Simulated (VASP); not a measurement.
```
PbS
1.0
    0.00000     2.97000     2.97000
    2.97000     0.00000     2.97000
    2.97000     2.97000     0.00000
Pb S
1 1
Direct
  0.00000   0.00000   0.00000
  0.50000   0.50000   0.50000
```

The numbers are results of PBE GGA, VASP's PBE PAW potentials (set 64) (plane waves; VASP 6.6.1), not measurements. Run with 400 eV cut-off, 6×6×6 Γ-centred mesh, Gaussian smearing of 0.050 eV, potentials Pb_d S.

Unless said otherwise, spin-orbit coupling is left out, though it shifts the bands of the heavy elements here.

Q: Estimate the energy per atom (σ→0), pressure, band gap (on the k-mesh) with the smallest direct gap where there is one.

A: 
```
Item                                          Value
-----------------------------------  --------------
band gap (on the k-mesh)                    0.38 eV
smallest direct gap (on the k-mesh)         0.38 eV
energy per atom (σ→0)                -4380 meV/atom
pressure                                   1.88 GPa
```

The compound is PbS in the rock salt structure. The cell was not relaxed at this level.
